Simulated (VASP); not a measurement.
Crystal: Ta3Cu.

```
Ta Cu
1.0
    -2.00651    2.00651    4.20817
     2.00651   -2.00651    4.20817
     2.00651    2.00651   -4.20817
Ta Cu
3 1
Direct
  0.50000 0.50000 0.00000
  0.25000 0.75000 0.50000
  0.75000 0.25000 0.50000
  0.00000 0.00000 0.00000
```

The cell comes from a database or a generator and needn't be the stable form of this composition.

- Program: VASP 6.6.1
- Task: single point
- Functional: PBE
- Potentials or basis: VASP PAW PBE potentials, release 64 (Ta_pv, Cu)
- Cutoff: 520 eV
- k mesh: 9 × 9 × 9
- Occupations: fermi-dirac, width 0.05 eV
- Spin: no spin polarisation

On this cell: pressure 0.7 GPa; largest force under 0.003 eV/Å; band gap on the k mesh none (metal or under the smearing width).

The same run follows on a disturbed copy (atoms moved at random, drawn with an rms of 0.05 Å):

```
Ta Cu
1.0
    -2.00651    2.00651    4.20817
     2.00651   -2.00651    4.20817
     2.00651    2.00651   -4.20817
Ta Cu
3 1
Direct
  0.50185 0.49359 0.99179
  0.25396 0.74979 0.49805
  0.74012 0.24821 0.49693
  0.99944 0.99868 0.99370
```

Question: What changes?

Answer: The energy (extrapolated to zero smearing) moves by +6.1 meV/atom; pressure 0.9 GPa; largest force 0.667 eV/Å; band gap on the k mesh none (metal or under the smearing width).

Forces on the atoms (eV/Å):
```
Ta   0.321 -0.089 -0.308
Ta   0.093 -0.238 -0.008
Ta  -0.380  0.290  0.465
Cu  -0.034  0.038 -0.148
```

Stress tensor (GPa, compression positive):
```
 1.41 -0.02 -0.17
-0.02  0.66 -0.22
-0.17 -0.22  0.49
```
